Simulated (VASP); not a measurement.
Consider the following.

```yaml
crystal:
  lattice:
    - [1.35536, -2.33525, 0.00000]
    - [1.35536, 2.33525, 0.00000]
    - [0.00000, 0.00000, 4.81502]
  atoms:
    - { symbol: Zn, position: [0.33333, 0.66667, 0.25000] }
    - { symbol: Zn, position: [0.70048, 0.36715, 0.75000] }
```

These are PBE GGA, VASP's PBE PAW potentials (set 64) (plane waves; VASP) values and carry that method's errors. Settings: LASPH = .FALSE., 400 eV cut-off, 14×14×7 Γ-centred mesh, first-order Methfessel-Paxton smearing of 0.10 eV, potentials Zn.

Task: Give the force on each atom (eV/Å).

Result: 
```tsv
atom	Fx	Fy	Fz
Zn1	0.051	-0.010	0.000
Zn2	-0.051	0.010	0.000
```

Task: Give the stress tensor in GPa (positive for a compressed cell).

Result: 
```
-1.68   0.40   0.00
 0.40  -1.22   0.00
 0.00   0.00  -1.12
```
The pressure is its mean diagonal, -1.34 GPa.

The compound is Zn in the hcp structure. The cell was not relaxed at this level, atoms are displaced from their ideal sites. The run is one of a series of settings (LASPH = .FALSE. against the base run), some of them coarse on purpose.
